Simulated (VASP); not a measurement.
Write the native input for VASP 6.6.1 that does the following.

- Task: relaxation of cell and atoms
- Functional: PBEsol
- Potentials or basis: VASP PAW PBE potentials, release 64 (Ni, H, N)
- Cutoff: 600 eV
- k mesh: 7 × 7 × 7
- Occupations: gaussian, width 0.05 eV
- Spin: collinear spin, ferromagnetic start
- Starting moments: [1.0, 0.0, 0.0, 0.0, 0.0, 0.0] μB
- Further INCAR settings: ALGO = Fast; EDIFF = 1e-06; IBRION = 2; EDIFFG = -0.02; NSW = 60; ISIF = 3

The structure of NiH4N lies in POSCAR:

```
NiH4N
1.0
    3.8703700000      0.0000000000      0.0000000000
    0.0000000000      3.8703700000      0.0000000000
    0.0000000000      0.0000000000      3.8703700000
Ni H N
1 4 1
Direct
    0.5000000000      0.5000000000      0.5000000000
    0.1572200000      0.1572200000      0.1572200000
    0.1572200000      0.8427800000      0.8427800000
    0.8427800000      0.8427800000      0.1572200000
    0.8427800000      0.1572200000      0.8427800000
    0.0000000000      0.0000000000      0.0000000000
```

The cell was built by a generator and needn't be a form met in nature.

These files were run (other wordings do the same):

INCAR

```
  PREC = Accurate
  ENCUT = 600
  EDIFF = 1E-6
  ISMEAR = 0
  SIGMA = 0.05
  LREAL = F
  LASPH = T
  NELM = 120
  ALGO = Fast
  ISIF = 3
  LWAVE = F
  LCHARG = F
  ISPIN = 2
  MAGMOM = 1 0 0 0 0 0
  LORBIT = 11
  LMAXMIX = 4
  GGA = PS
  IBRION = 2
  NSW = 60
  EDIFFG = -0.02
```

KPOINTS

```
regular mesh
0
Gamma
  7 7 7
```

Potentials or basis: VASP PAW PBE potentials, release 64 (Ni, H, N).

Launch:

```console
$ cat potpaw_PBE.64/Ni/POTCAR potpaw_PBE.64/H/POTCAR potpaw_PBE.64/N/POTCAR > POTCAR
$ mpirun -np 1 vasp_std > vasp.out
```

Results of the run:

- Relaxed volume: 8.24 Å³/atom
- Relaxed cell: a = 3.670 Å, b = 3.670 Å, c = 3.670 Å, α = 90.00°, β = 90.00°, γ = 90.00°
- Space group after relaxing (to 0.05 Å): P-43m (No. 215)
- Energy gained by relaxing: 12.0 meV/atom
- Ionic steps: 8
- Pressure after relaxing: 0.0 GPa
- Largest force after relaxing: 0.018 eV/Å
- Band gap on the k mesh: none (metal or under the smearing width)
- Net moment: 0.82 μB per cell
- Site moments: Ni +0.78; H -0.00; N +0.01 μB
- Valence electrons inside the program's atomic spheres: Ni 8.99; H 0.65; N 3.96

Caveat: the PAW data sets were made with another functional, which shifts forces and pressure a little; a cell with one magnetic atom can't hold antiferromagnetic order, which such compounds often take.

Run time: 4.5 min on 1 thread of AMD EPYC 7R43 64-Core Processor (Zen 3), on a shared host, peak memory 0.19 GiB.
